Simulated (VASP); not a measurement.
Co:

```
CELL_PARAMETERS angstrom
2.50740 0.00000 0.00000
-1.25370 2.17147 0.00000
0.00000 0.00000 4.06990
ATOMIC_POSITIONS crystal
Co 0.33333 0.66667 0.25000
Co 0.66667 0.33333 0.75000
```

```yaml
Program: VASP 6.6.1
Task: relaxation of cell and atoms
Functional: PBE
Potentials_or_basis: VASP PAW PBE potentials, release 64 (Co)
Cutoff: 520 eV
k_mesh: 6 × 6 × 4
Occupations: gaussian, width 0.1 eV
Spin: collinear spin, ferromagnetic start
Starting_moments: "[1.5, 1.5] μB"
```

At the start: pressure -4.9 GPa; volume 11.08 Å³/atom.

Q: Where does the relaxation end?

A: Over 19 steps the energy falls by 4.4 meV/atom and the volume is 10.80 Å³/atom (-2.5 %); space group P6_3/mmc (No. 194, to 0.05 Å); moment 3.20 μB per cell.

Step by step:
```tsv
step	energy change (eV)	largest force (eV/Å)	pressure (GPa)	volume (Å³)
1	0.0000	0.0000	-4.89	22.16
2	-0.0004	0.0000	5.26	21.09
3	-0.0088	0.0000	-0.02	21.61
4	-0.0088	0.0000	0.08	21.60
5	-0.0088	0.0000	-0.08	21.61
6	-0.0088	0.0000	-0.03	21.61
7	-0.0088	0.0000	-0.03	21.61
8	-0.0088	0.0000	-0.06	21.61
9	-0.0088	0.0000	-0.04	21.61
10	-0.0088	0.0000	0.06	21.61
11	-0.0088	0.0000	-0.09	21.62
12	-0.0088	0.0000	-0.06	21.61
13	-0.0088	0.0000	-0.04	21.61
14	-0.0088	0.0000	-0.02	21.61
15	-0.0088	0.0000	0.06	21.61
16	-0.0088	0.0000	-0.10	21.61
17	-0.0088	0.0000	0.00	21.61
18	-0.0088	0.0000	-0.03	21.61
19	-0.0088	0.0000	0.01	21.61
```

Final structure:
```xyz
2
Lattice="2.4849 0.0000 0.0000 -1.2424 2.1520 0.0000 0.0000 0.0000 4.0406" Properties=species:S:1:pos:R:3 pbc="T T T"
Co    0.0000    1.4346    1.0101
Co    1.2424    0.7173    3.0304
```

Caveat: the k mesh is coarse (spacing up to 0.48 Å⁻¹), so the values aren't converged.
